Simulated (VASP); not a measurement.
Data:

```
CELL_PARAMETERS angstrom
      1.77392    -3.07251     0.00000
      1.77392     3.07251     0.00000
      0.00000     0.00000     5.44733
ATOMIC_POSITIONS crystal
  Ho 0.33333 0.66667 0.25000
  Ho 0.66667 0.33333 0.75000
```

These are PBEsol GGA, VASP's PBE PAW potentials (set 64) (plane waves; VASP) values and carry that method's errors. Run with 400 eV cut-off, Gaussian smearing of 0.050 eV, potentials Ho_3.

The 4f electrons are frozen in the core of the lanthanide potential, so 4f levels, which can set the real gap, and their magnetism are missing.

Estimate the band gap (along the path) with the smallest direct gap where there is one.

```
Quantity                                                     Result
-------------------------  ----------------------------------------
band gap (along the path)  none (metal, semimetal or under 0.01 eV)
```

The absolute energy has meaning only against runs of the same code, potentials and settings.

The compound is Ho in the hcp structure. It was relaxed first.
